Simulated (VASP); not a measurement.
The input files of a VASP run:

File KPOINTS:
```
K-points
0
Gamma
2 2 2
0 0 0
```

POSCAR:
```
Cs2AgBiBr6
1
    0.0000000000     5.7791890000     5.7791890000
    5.7791890000     0.0000000000     5.7791890000
    5.7791890000     5.7791890000     0.0000000000
Cs Ag Bi Br
2 1 1 6
Direct
  0.7500000000   0.7500000000   0.7500000000
  0.2500000000   0.2500000000   0.2500000000
  0.5000000000   0.5000000000   0.5000000000
  0.0000000000   0.0000000000   0.0000000000
  0.7491900000   0.2508100000   0.2508100000
  0.2508100000   0.7491900000   0.7491900000
  0.2508100000   0.7491900000   0.2508100000
  0.7491900000   0.2508100000   0.7491900000
  0.2508100000   0.2508100000   0.7491900000
  0.7491900000   0.7491900000   0.2508100000
```

### INCAR
```
! general
SYSTEM  =Cs2AgBiBr6
PREC    =Accurate
ENCUT   =270   ! plane-wave cut-off (eV)
LREAL   =.FALSE.   ! projection in real space or not
LASPH   =.TRUE.   ! aspherical one-centre terms
ISYM    =3

! electronic loop
EDIFF   =1E-6   ! SCF stop (eV)
NELM    =100   ! most electronic steps
ALGO    =Normal   ! blocked Davidson
LMAXMIX =4   ! l cut-off of mixed one-centre charges

! smearing
ISMEAR  =-1   ! Fermi-Dirac
SIGMA   =0.05   ! width (eV)

! functional
GGA     =PE   ! PBE
LHFCALC =.TRUE.
AEXX    =0.25
HFSCREEN=0.2
PRECFOCK=Fast

! ions
ISIF    =2   ! forces and stress, cell fixed

! output
LWAVE   =.FALSE.
LCHARG  =.FALSE.
```

POTCAR, in this order: Cs_sv Ag Bi_d Br (PBE.64 set). Program: vasp_std.

Question: Write an equivalent input for Ansatz.

Answer: One equivalent input (not run):
Ansatz 0.2 input:
```yaml
crystal:
  lattice:
    - [0.0000000, 5.7791890, 5.7791890]
    - [5.7791890, 0.0000000, 5.7791890]
    - [5.7791890, 5.7791890, 0.0000000]
  atoms:
    - { symbol: Cs, position: [0.7500000, 0.7500000, 0.7500000] }
    - { symbol: Cs, position: [0.2500000, 0.2500000, 0.2500000] }
    - { symbol: Ag, position: [0.5000000, 0.5000000, 0.5000000] }
    - { symbol: Bi, position: [0.0000000, 0.0000000, 0.0000000] }
    - { symbol: Br, position: [0.7491900, 0.2508100, 0.2508100] }
    - { symbol: Br, position: [0.2508100, 0.7491900, 0.7491900] }
    - { symbol: Br, position: [0.2508100, 0.7491900, 0.2508100] }
    - { symbol: Br, position: [0.7491900, 0.2508100, 0.7491900] }
    - { symbol: Br, position: [0.2508100, 0.2508100, 0.7491900] }
    - { symbol: Br, position: [0.7491900, 0.7491900, 0.2508100] }
kpoints:
  mp_grid: { grid: [2, 2, 2] }
hamiltonian:
  xc: hse06
  pseudopotentials: { kind: paw }
scf:
  occupations: { method: fermi_dirac, width: 0.05 }
  max_iter: 100
output: { forces: true, stress: true, eigenvalues: true }
```
What does not carry over: each code has its own PAW files, so the cut-off isn't converted (ENCUT is set for VASP's; basis.ecutwfc is left out, and Ansatz then takes the one that its files recommend); Ansatz stops its SCF on the density residual and VASP on the energy change (EDIFF); Ansatz's hse06 screens at 0.11 per bohr (0.208 per Å), slightly more than HFSCREEN = 0.2.

The structure comes from a computed database's Cs2AgBiBr6 entry; how it stands against other phases isn't given here. The cell was not relaxed at this level. The k-mesh is coarse (spacing up to 0.47 per Å, 2π included), so the numbers may not be converged in it. The run is one of a series of settings (ENCUT = 270 against the base run), some of them coarse on purpose.
